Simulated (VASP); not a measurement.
CuI (zinc blende), at 0.96 of the tabulated volume:

```yaml
crystal:
  lattice:
    - [0.00000, 2.98412, 2.98412]
    - [2.98412, 0.00000, 2.98412]
    - [2.98412, 2.98412, 0.00000]
  atoms:
    - { symbol: Cu, position: [0.00000, 0.00000, 0.00000] }
    - { symbol: I, position: [0.25000, 0.25000, 0.25000] }
```

The lowest empty band near Γ, direction [100], from mBJ (TB09) with spin-orbit coupling in VASP (PAW); its two spin partners are averaged. The gap over the points computed is 2.20 eV, and the next band on that side lies 2.91 eV away at the edge.

Run with 400 eV cut-off, 9×9×9 Γ-centred mesh, Gaussian smearing of 0.050 eV, potentials Cu I.

```tsv
distance from the edge in k (1/Å)	distance in energy (meV)
0.018	5.2
0.025	10.0
0.035	19.4
0.050	39.4
0.070	76.2
```

Task: Fit E(1 + αE) = ħ²k²/2m* (ħ²/2m0 = 3.810 eV Å²) and predict the row at 0.095 1/Å.

Result: Least squares on the energies gives the electron mass m* = 0.238 m0 and α = 0.37 per eV, and so 137.3 meV. The run gave 137.6 meV, +0.3 meV from the fit.

Left out are points under 3 meV from the edge, since the levels carry 0.1 meV, and points farther than half the way to the next band.

The compound is CuI in the zinc blende structure. The cell was not relaxed at this level.
